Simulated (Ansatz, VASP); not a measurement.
# Cross-check of TiTe2 between VASP and Ansatz, part 2 of 2

One calculation is typed for both programs; each brings its own data sets. How far apart do they land? The structure shown is the start of the Ansatz relaxation below; VASP solves that cell, so the two are compared at the walk's first step.

VASP 6.6.1 and Ansatz 0.2.0.

So far. Step 3 (VASP: single point, PBE, start cell, pair 1): The run ends at a pressure of 0.60 GPa, with forces up to 0.15 eV/Å.

## (6) VASP: single point, PBE, start cell, pair 2

Level of this step: PBE, no spin polarisation; plane waves and PAW (Ti_sv, Te) (VASP).

The same cell, functional, mesh and smearing now go to VASP, with its own data sets.

INCAR

```
SYSTEM = TiTe2
PREC = Accurate
ENCUT = 400
EDIFF = 1E-06
NELM = 120
ISMEAR = 0
SIGMA = 0.01
LREAL = .FALSE.
ALGO = Normal
GGA = PE
NBANDS = 18
LASPH = .TRUE.
LORBIT = 11
LWAVE = .FALSE.
LCHARG = .FALSE.
ISIF = 2
LDIPOL = .TRUE.
IDIPOL = 3
DIPOL = 0.5 0.5 0.323
LVHAR = .TRUE.
GGA_COMPAT = .FALSE.
NELMDL = -8
KPAR = 2
```

POSCAR

```
TiTe2
1.0
    3.6729112144      0.0000000000      0.0000000000
   -1.8364556072      3.1808344176      0.0000000000
    0.0000000000      0.0000000000     31.0000000000
Ti Te
1 2
Direct
    0.3333332896      0.6666665792      0.3225806452
    0.6666666229      0.3333332459      0.3805489033
    0.6666666229      0.3333332459      0.2646123872
```

KPOINTS

```
Automatic mesh
0
Gamma
12 12 1
0 0 0
```

PAW data sets: Ti_sv and Te (PBE family, release 64).

On the command line:

```sh
$ mpirun -np 2 vasp_std
```

Numbers of over 12 decimals in the logs are rounded to 6 here.

The program printed:

```text
[... set-up lines as in an earlier step ...]
 entering main loop
       N       E                     dE             d eps       ncg     rms          rms(c)
DAV:   1     0.138759005154E+03    0.13876E+03   -0.92882E+03   852   0.807E+02
DAV:   2    -0.918500819544E-01   -0.13885E+03   -0.13677E+03   958   0.209E+02
DAV:   3    -0.169365496510E+02   -0.16845E+02   -0.16761E+02  1244   0.665E+01
DAV:   4    -0.179303424559E+02   -0.99379E+00   -0.99004E+00   952   0.154E+01
[...]
DAV:  26    -0.158542239557E+02   -0.26778E-05   -0.88701E-08   510   0.153E-03    0.401E-04
DAV:  27    -0.158542252459E+02   -0.12902E-05   -0.24971E-08   422   0.611E-04    0.719E-04
DAV:  28    -0.158542259153E+02   -0.66941E-06   -0.14989E-08   424   0.745E-04
   1 F= -.15854226E+02 E0= -.15854194E+02  d E =-.629455E-04
```

From OUTCAR (step 6):

```text
  Total        1.2367434      1.2367434      0.4108066      0.0000000      0.0000000      0.0000000
  in kB        5.4711294      5.4711294      1.8173342      0.0000000      0.0000000      0.0000000
  external PRESSURE =       4.2531977 kB  Pullay stress =       0.0000000 kB

 POSITION                                       TOTAL-FORCE (eV/Angst)
 -----------------------------------------------------------------------------------
      0.00000      2.12056     10.00000         0.000000      0.000000      0.000000
      1.83646      1.06028     11.79702        -0.000000      0.000000      0.134622
      1.83646      1.06028      8.20298        -0.000000     -0.000000     -0.134622
 -----------------------------------------------------------------------------------
    total drift:                                0.000000      0.000682      0.000053

  FREE ENERGIE OF THE ION-ELECTRON SYSTEM (eV)
  ---------------------------------------------------
  free  energy   TOTEN  =       -15.8542259153 eV

  energy  without entropy=      -15.8541629698  energy(sigma->0) =      -15.85419444

[... 1 part as in an earlier step ...]

[... 2 further parts left out ...]
[key lines of the parts left out:]
E-fermi :  -2.5387
```

The run ends at a pressure of 0.43 GPa, with forces up to 0.13 eV/Å.

## (7) Comparison

What differs besides the data sets and the points named for the pairs above, as far as they apply: the data sets hold 44 valence electrons in Ansatz (on its PAW soft_1 files) and 24 in VASP. Total energies have different zeros and are not compared.

Forces (eV/Å; atoms numbered as in POSCAR):

```
atom        Ansatz x, y, z          VASP x, y, z
 Ti1   0.000, 0.000, 0.000   0.000, 0.000, 0.000
 Te2   0.000, 0.000, 0.117   0.000, 0.000, 0.135
 Te3  0.000, 0.000, -0.117  0.000, 0.000, -0.135
```

The forces differ by 8.1 meV/Å r.m.s., which is 12.8 % of the r.m.s. force of 0.063 eV/Å (both taken over all components). With vacuum in the cell, a pressure given here is an average over mostly empty space and none of the material.

## (8) Ansatz: relaxation, PBE

The two programs are compared at the cell with which this relaxation starts, whose forces are those of its first step.

The structure compared here is the start of the Ansatz relaxation; VASP solves that cell, so the two are compared at the walk's first step.

input.yaml

```yaml
crystal:
  lattice:
    - [3.7103899003, 0.0, 0.0]
    - [-1.8551949501, 3.2132919116, 0.0]
    - [0.0, 0.0, 31.0]
  atoms:
    - { symbol: Ti, position: [0.3333333333, 0.6666666667, 0.3225806452] }
    - { symbol: Te, position: [0.6666666667, 0.3333333333, 0.3801980962] }
    - { symbol: Te, position: [0.6666666667, 0.3333333333, 0.2649631941] }
  periodic: [true, true, false]
kpoints:
  mp_grid: { grid: [12, 12, 1] }
hamiltonian:
  xc: pbe
  pseudopotentials: { kind: paw, azcp: { folder: soft_1 } }
scf:
  occupations: { method: gaussian, width: 0.01 }
output:
  forces: true
  stress: true
  eigenvalues: true
relax:
  adjacent_minimum: "off"
  f_tol: 0.001
  max_steps: 60
```

On the command line:

```sh
$ ansatz run input.yaml --threads 4 --pin off --max-ram 16384MiB --backend cpu --events-out ev --progress --plain --runs-dir out
```

The program printed:

```text
[...]
Crystal: 3 atoms, lattice volume = 369.600 Å³
Basis set: ecut = 420 eV, 7255 PW (Γ), exchange–correlation on 50×50×432 points (8 copies of the dense FFT grid, shifted against one another)
Bands: 27, of which v1, the nominal top of the filled ones, is band 22 counted from 1 (21 counted from 0)
Symmetry: 12 space group operations
[...]
--- Relaxed structure (5 steps of the walk, 4 accepted, 0 SCFs on fresh bases) ---
  F+E_penalty+E_count = -16461.54004277 eV   max|allowed force component| = 7.460e-9 eV/Å
  cell:  # Å, volume = 369.5995 Å³
    - [3.710390, -2.8867598848035806e-11, 0.0]
    - [-1.855195, 3.213292, 0.0]
    - [0.0, 0.0, 31.0]
  atoms:
    - { symbol: Ti, position: [0.333333, 0.666667, 0.322581] }
    - { symbol: Te, position: [0.666667, 0.333333, 0.380549] }
    - { symbol: Te, position: [0.666667, 0.333333, 0.264612] }
[key lines of the parts left out:]
SCF converged after 5 iterations
Free energy (F): -16461.540043 eV
Fermi energy:    -5.163809 eV
P = ½ c Tr σ = 0.7773 N/m
```

## (9) VASP: single point, PBE, start cell, pair 3

The same cell, functional, mesh and smearing now go to VASP, with its own data sets.

INCAR is that of step 6.

POSCAR

```
TiTe2
1.0
    3.7103899003      0.0000000000      0.0000000000
   -1.8551949501      3.2132919116      0.0000000000
    0.0000000000      0.0000000000     31.0000000000
Ti Te
1 2
Direct
    0.3333333944      0.6666667887      0.3225806452
    0.6666667277      0.3333334554      0.3801980969
    0.6666667277      0.3333334554      0.2649631936
```

KPOINTS is that of step 6.

On the command line:

```sh
$ mpirun -np 2 vasp_std
```

The program printed:

```text
[... set-up lines as in an earlier step ...]
 entering main loop
       N       E                     dE             d eps       ncg     rms          rms(c)
DAV:   1     0.140864887142E+03    0.14086E+03   -0.90595E+03   844   0.792E+02
DAV:   2     0.631509323563E+00   -0.14023E+03   -0.13757E+03   918   0.214E+02
DAV:   3    -0.170779296562E+02   -0.17709E+02   -0.17652E+02  1292   0.676E+01
DAV:   4    -0.180357203052E+02   -0.95779E+00   -0.95328E+00   934   0.152E+01
[...]
DAV:  26    -0.158719315012E+02   -0.12741E-05   -0.68159E-08   400   0.163E-03    0.523E-04
DAV:  27    -0.158719332067E+02   -0.17055E-05   -0.46651E-08   466   0.873E-04    0.793E-04
DAV:  28    -0.158719338810E+02   -0.67424E-06   -0.14165E-08   412   0.693E-04
   1 F= -.15871934E+02 E0= -.15871934E+02  d E =-.918219E-17
```

Parts of OUTCAR (step 9):

```text
  Total        0.6384181      0.6384181      0.3907849      0.0000000      0.0000000      0.0000000
  in kB        2.7674793      2.7674793      1.6940136      0.0000000      0.0000000      0.0000000
  external PRESSURE =       2.4096574 kB  Pullay stress =       0.0000000 kB

 POSITION                                       TOTAL-FORCE (eV/Angst)
 -----------------------------------------------------------------------------------
      0.00000      2.14219     10.00000         0.000000     -0.000000     -0.000000
      1.85519      1.07110     11.78614        -0.000000      0.000000      0.129922
      1.85519      1.07110      8.21386        -0.000000      0.000000     -0.129922
 -----------------------------------------------------------------------------------
    total drift:                               -0.000000     -0.000932      0.000111

  FREE ENERGIE OF THE ION-ELECTRON SYSTEM (eV)
  ---------------------------------------------------
  free  energy   TOTEN  =       -15.8719338810 eV

  energy  without entropy=      -15.8719338810  energy(sigma->0) =      -15.87193388

[... 1 part as in an earlier step ...]

[... 2 further parts left out ...]
[key lines of the parts left out:]
E-fermi :  -2.6391
```

The run ends at a pressure of 0.24 GPa, with forces up to 0.13 eV/Å.

## (10) Comparison

What differs besides the data sets and the points named for the pairs above, as far as they apply: the data sets hold 44 valence electrons in Ansatz (on its PAW soft_1 files) and 24 in VASP. Total energies have different zeros and are not compared.

Forces (eV/Å; atoms numbered as in POSCAR):

```
atom        Ansatz x, y, z          VASP x, y, z
 Ti1   0.000, 0.000, 0.000   0.000, 0.000, 0.000
 Te2   0.000, 0.000, 0.113   0.000, 0.000, 0.130
 Te3  0.000, 0.000, -0.113  0.000, 0.000, -0.130
```

The forces differ by 8.0 meV/Å r.m.s., which is 13.1 % of the r.m.s. force of 0.061 eV/Å (both taken over all components). With vacuum in the cell, a pressure given here is an average over mostly empty space and none of the material.

## (11) Summary of results

```yaml
r_m_s_force_difference_single_point_pbe_start_cell_pair_1: 8.1 meV/Å
r_m_s_force_difference_single_point_pbe_start_cell_pair_2: 8.1 meV/Å
r_m_s_force_difference_single_point_pbe_start_cell_pair_3: 8 meV/Å
```

What this shows: The r.m.s. force difference is 8.1 meV/Å (single point, PBE, start cell, pair 2), within the 12 meV/Å picked in this series as the mark of a large difference. The data sets hold unlike numbers of valence electrons (44 in Ansatz and 24 in VASP), so part of the differences comes from the potentials. 12 further runs of this series are not shown here. Such differences can come from data sets, numerical settings and the points named under the comparisons, not from the functional's error against experiment.

[Lines on the potential files, build, host, timing and source positions are cut from VASP's logs without a mark.]

[Logs are printed without paths, hosts, clocks, repeated set-up lines and the standing remarks that a program may print on its own settings, such as how far it seeks lower states.]

[Hosts, paths, dates, database ids (printed as entryN), source tags and the programs' standing remarks are cut or masked in the printed files.]
